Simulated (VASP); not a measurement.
```xyz
8
Lattice="4.8144 0.0000 0.0000 0.0000 4.8144 0.0000 0.0000 0.0000 4.8144" Properties=species:S:1:pos:R:3 pbc="T T T"
Si     2.4072     2.4072     2.4072
Si     0.0000     0.0000     0.0000
Mo     0.0000     2.4072     1.2036
Mo     0.0000     2.4072     3.6108
Mo     1.2036     0.0000     2.4072
Mo     3.6108     0.0000     2.4072
Mo     2.4072     1.2036     0.0000
Mo     2.4072     3.6108     0.0000
```

Level of theory: PBE GGA, VASP's PBE PAW potentials (set 64) (plane waves; VASP). Settings: 300 eV cut-off, 5×5×5 Γ-centred mesh, Fermi-Dirac smearing of 0.10 eV, potentials Si Mo_sv.

Give the energies of bands 41 to 54 at the high-symmetry points, in eV from the Fermi level.

```csv
band,Γ,X,M,R
41,-2.31,-2.62,-1.36,-1.91
42,-2.31,-2.62,-1.36,-1.91
43,-1.67,-1.76,-1.23,-1.22
44,-1.67,-1.76,-0.91,-1.22
45,1.32,0.28,-0.91,-1.22
46,1.32,0.28,-0.77,-1.22
47,1.32,0.96,-0.76,-1.22
48,2.30,0.96,-0.59,-1.22
49,2.52,1.59,-0.10,1.33
50,2.52,1.59,0.28,1.33
51,2.79,1.65,0.84,1.33
52,2.81,1.65,1.10,1.33
53,2.85,2.42,1.10,1.33
54,2.87,2.42,2.00,1.33
```

It has no gap at this level: it comes out as a metal or semimetal.

The structure comes from a computed database's SiMo3 entry; how it stands against other phases isn't given here. The cell was not relaxed at this level.
